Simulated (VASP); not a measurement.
Method: rev-vdW-DF2, VASP's PBE PAW potentials (set 64) (plane waves; VASP).

VASP ran on this input.

### KPOINTS
```
Automatic mesh
0
Gamma
12 12 12
0 0 0
```

**INCAR**
```
NELM  =  100   # most electronic steps
AGGAC  =  0.0
SYSTEM  =  Eu
ALGO  =  Normal
ISIF  =  2   # forces and stress, cell fixed
ISMEAR  =  1
LWAVE  =  .FALSE.
ENCUT  =  520   # plane-wave cut-off (eV)
LREAL  =  .FALSE.   # projection in real space or not
LUSE_VDW  =  .TRUE.
LMAXMIX  =  6   # l cut-off of mixed one-centre charges
EDIFF  =  1E-7
LASPH  =  .TRUE.   # aspherical one-centre terms
LCHARG  =  .FALSE.
PARAM1  =  0.1234568
SIGMA  =  0.1
PREC  =  Accurate
ZAB_VDW  =  -1.8867
GGA  =  MK
PARAM2  =  0.7114
```

### POSCAR
```
Eu
1.0
 -2.2049686961   2.2049686961   2.2049686961
  2.2049686961  -2.2049686961   2.2049686961
  2.2049686961   2.2049686961  -2.2049686961
Eu
1
Cart
  0.0000000000   0.0000000000   0.0000000000
```

POTCAR, in this order: Eu_2 (PBE.64 set). Program: vasp_std.

The 4f electrons are frozen in the core of the lanthanide potential, so 4f levels, which can set the real gap, and their magnetism are missing.

What does the run give for the energy per atom (σ→0), band gap (on the k-mesh)?

* **energy per atom (σ→0)**: 0.328 eV/atom
* **band gap (on the k-mesh)**: none (metal, semimetal or under 0.01 eV)

### OSZICAR
```
...
DAV:   5     0.351154010475E+00   -0.57843E-05   -0.57839E-05  1624   0.607E-02    0.692E+00
DAV:   6     0.336804565013E+00   -0.14349E-01   -0.17882E-03  1840   0.392E-01    0.413E+00
DAV:   7     0.328328693179E+00   -0.84759E-02   -0.48644E-03  1800   0.603E-01    0.598E-02
DAV:   8     0.328218982610E+00   -0.10971E-03   -0.18962E-04  1808   0.985E-02    0.147E-02
DAV:   9     0.328201066651E+00   -0.17916E-04   -0.18742E-05  1496   0.277E-02    0.672E-03
DAV:  10     0.328199938161E+00   -0.11285E-05   -0.35853E-06  1848   0.137E-02    0.149E-03
DAV:  11     0.328199869514E+00   -0.68647E-07   -0.54084E-08  1224   0.209E-03
   1 F= 0.32819987E+00 E0= 0.32839295E+00  d E =-.579229E-03
```

The compound is Eu in the bcc structure. This cell is one point of a volume scan, at 1.06 of the reference volume.
